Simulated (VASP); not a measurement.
Data:

```yaml
crystal:
  lattice:
    - [1.57705, -2.73153, 0.00000]
    - [1.57705, 2.73153, 0.00000]
    - [0.00000, 0.00000, 5.13819]
  atoms:
    - { symbol: Ga, position: [0.66667, 0.33333, 0.50015] }
    - { symbol: Ga, position: [0.33333, 0.66667, 0.00015] }
    - { symbol: N, position: [0.66667, 0.33333, 0.87685] }
    - { symbol: N, position: [0.33333, 0.66667, 0.37685] }
```

Method: PBEsol GGA, VASP's PBE PAW potentials (set 64) (plane waves; VASP). Run with 620 eV cut-off, 8×8×5 Γ-centred mesh, Gaussian smearing of 0.050 eV, potentials Ga_d N.

Task: What does the run give for the energy per atom (σ→0), pressure?

Result: 
The energy per atom (σ→0) comes out as -6.564 eV/atom and the pressure is 5.01 GPa.

The absolute energy has meaning only against runs of the same code, potentials and settings.

The compound is GaN in the wurtzite structure. It was relaxed first under an external pressure of 5 GPa.
